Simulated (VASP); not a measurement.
```
CoGe
1.0
    2.86997     0.00000     0.00000
    0.00000     2.86997     0.00000
    0.00000     0.00000     2.86997
Co Ge
1 1
Direct
  0.00000   0.00000   0.00000
  0.50000   0.50000   0.50000
```
Starting moments (μB, in the order of the record's atoms Co Ge): 3.0 0.0.

Level of theory: PBE GGA, VASP's PBE PAW potentials (set 64) (plane waves; VASP). Run with 400 eV cut-off, 1×1×1 Γ-centred mesh, first-order Methfessel-Paxton smearing of 0.10 eV, potentials Co Ge_d.

**Question.** Give the stress tensor in GPa (positive for a compressed cell).

**Answer.** 
```
46.58   0.00   0.00
 0.00  46.58   0.00
 0.00   0.00  46.58
```
The pressure is its mean diagonal, 46.58 GPa.

The structure was generated: CoGe was put into the CsCl type (Pm-3m), which need not be its known phase. The cell was not relaxed at this level. The k-mesh is coarse (spacing up to 2.19 per Å, 2π included), so the numbers may not be converged in it. The run is one of a series of settings (KPOINTS 1×1×1 Γ-centred mesh against the base run), some of them coarse on purpose.
